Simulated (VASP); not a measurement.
Here is the system:

```
CELL_PARAMETERS angstrom
      0.00000     2.41643     2.41643
      2.41643     0.00000     2.41643
      2.41643     2.41643     0.00000
ATOMIC_POSITIONS crystal
  Na 0.00000 0.00000 0.00000
  F  0.50000 0.50000 0.50000
```

These are PBE GGA, VASP's PBE PAW potentials (set 64) (plane waves; VASP 6.6.1) values and carry that method's errors. Numerical set-up: 600 eV cut-off, 10×10×10 Γ-centred mesh, Gaussian smearing of 0.050 eV, potentials Na_pv F.

What does the run give for the energy per atom (σ→0), pressure, band gap (on the k-mesh) with the smallest direct gap where there is one?

```json
{
 "band gap (on the k-mesh)": "5.67 eV",
 "smallest direct gap (on the k-mesh)": "5.67 eV",
 "energy per atom (σ→0)": "-4.275 eV/atom",
 "pressure": "-3.31 GPa"
}
```

The compound is NaF in the rock salt structure. This cell was strained or had an atom moved on purpose.
